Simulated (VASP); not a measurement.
YS, 2 atoms in the cell. Symmetry: Fm-3m, No. 225, cubic system. The conventional cell has a = 5.459 Å, b = 5.459 Å, c = 5.459 Å, α = 90.00°, β = 90.00°, γ = 90.00°. Y (site symmetry m-3m) has 6 S at 2.73 Å as nearest neighbours. Around S (site symmetry m-3m) lie 6 Y at 2.73 Å. 

* Program: VASP 6.6.1
* Task: relaxation of cell and atoms
* Functional: PBEsol
* Potentials or basis: VASP PAW PBE potentials, release 64 (Y_sv, S)
* Cutoff: 520 eV
* k mesh: 14 × 14 × 14
* Occupations: gaussian, width 0.02 eV
* Spin: no spin polarisation
* Further INCAR settings: ALGO = Normal; EDIFF = 1e-07; IBRION = 2; EDIFFG = -0.002; NSW = 80; ISIF = 3

Potentials or basis: VASP PAW PBE potentials, release 64 (Y_sv, S).

Launch:

```console
$ cat potpaw_PBE.64/Y_sv/POTCAR potpaw_PBE.64/S/POTCAR > POTCAR
$ mpirun -np 1 vasp_std > vasp.out
```

Hardware: 1 thread of Intel(R) Xeon(R) Platinum 8488C (Sapphire Rapids) (shared host).

Q: Estimate the wall time of this run.

A: Run time: 52 s on 1 thread of Intel(R) Xeon(R) Platinum 8488C (Sapphire Rapids), with other jobs on the host, peak memory 0.23 GiB. Counts: scf iterations 15, k points 104, ion steps 1.
